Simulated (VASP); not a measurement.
The input files of a VASP run:

INCAR:
```
SYSTEM = NiSi2
PREC = Accurate; ENCUT = 300; LREAL = F
LASPH = T
EDIFF = 1E-6; NELM = 100; ALGO = Normal
LMAXMIX = 4
ISMEAR = -1; SIGMA = 0.136
GGA = PE
ISIF = 2
LWAVE = F; LCHARG = F
```

**KPOINTS**
```
Automatic mesh
0
Gamma
11 11 11
0 0 0
```

### POSCAR
```
NiSi2
1
    0.0000000000     2.7050000000     2.7050000000
    2.7050000000     0.0000000000     2.7050000000
    2.7050000000     2.7050000000     0.0000000000
Si Ni
2 1
Direct
  0.2500000000   0.2500000000   0.2500000000
  0.7500000000   0.7500000000   0.7500000000
  0.0000000000   0.0000000000   0.0000000000
```

POTCAR, in this order: Si Ni (PBE.64 set). Program: vasp_std.

Write an equivalent input for Ansatz.

One equivalent input (not run):
Ansatz 0.2 input:
```yaml
crystal:
  lattice:
    - [0.0000000, 2.7050000, 2.7050000]
    - [2.7050000, 0.0000000, 2.7050000]
    - [2.7050000, 2.7050000, 0.0000000]
  atoms:
    - { symbol: Si, position: [0.2500000, 0.2500000, 0.2500000] }
    - { symbol: Si, position: [0.7500000, 0.7500000, 0.7500000] }
    - { symbol: Ni, position: [0.0000000, 0.0000000, 0.0000000] }
kpoints:
  mp_grid: { grid: [11, 11, 11] }
hamiltonian:
  xc: pbe
  pseudopotentials: { kind: paw }
scf:
  occupations: { method: fermi_dirac, width: 0.136 }
  max_iter: 100
output: { forces: true, stress: true, eigenvalues: true }
```
The two are equivalent in intent, not identical: each code has its own PAW files, so the cut-off isn't converted (ENCUT is set for VASP's; basis.ecutwfc is left out, and Ansatz then takes the one that its files recommend); Ansatz stops its SCF on the density residual and VASP on the energy change (EDIFF).

The structure is a typed NiSi2 crystal (Fm-3m). The cell was not relaxed at this level.
